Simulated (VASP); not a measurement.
A run of VASP 6.6.1 is set up as follows.

The input INCAR:

```
SYSTEM = HfNbSe4
PREC = Accurate
ENCUT = 520
EDIFF = 1E-6
ISMEAR = 0
SIGMA = 0.1
LREAL = .False.
LASPH = .True.
NELM = 150
ALGO = Normal
ISIF = 2
LWAVE = .False.
LCHARG = .False.
ISPIN = 2
MAGMOM = 0.02 0.51 -0.04 -0.04 -0.01 -0.01
LORBIT = 11
LMAXMIX = 4
GGA = PE
NBANDS = 36
```

Contents of KPOINTS:

```
regular mesh
0
Gamma
  4 4 4
  0 0 0
```

POSCAR

```
HfNbSe4
1.0
   -3.0927577200      3.0927577200      4.0932011800
    3.0927577200     -3.0927577200      4.0932011800
    3.0927577200      3.0927577200     -4.0932011800
Hf Nb Se
1 1 4
Direct
    0.0000000000      0.0000000000      0.0000000000
    0.5000000000      0.5000000000      0.0000000000
    0.2500000000      0.7500000000      0.5000000000
    0.7500000000      0.2500000000      0.5000000000
    0.2387148000      0.2387148000      0.0000000000
    0.7612852000      0.7612852000      0.0000000000
```

Potentials or basis: VASP PAW PBE potentials, release 64 (Hf_pv, Nb_sv, Se).

Run with:

```sh
$ cat potpaw_PBE.64/Hf_pv/POTCAR potpaw_PBE.64/Nb_sv/POTCAR potpaw_PBE.64/Se/POTCAR > POTCAR
$ mpirun -np 1 vasp_std > vasp.out
```

Q: Predict the pressure.

A: 33.1 GPa.

Q: Estimate the largest force.

A: 11.503 eV/Å.

Q: Estimate the net moment.

A: 0.00 μB per cell.

Stress tensor (GPa, compression positive):
```
 -3.57   0.00   0.00
  0.00  -3.57   0.00
  0.00   0.00 106.36
```

Caveat: a pressure of tens of GPa on the cell as given is suspect, and the run, the potentials or the cell itself is likely at fault; forces of over 1 eV/Å show positions far from the minimum, so gaps and moduli don't describe the material at rest. The run has no spin-orbit coupling, so splittings on Hf are missing.
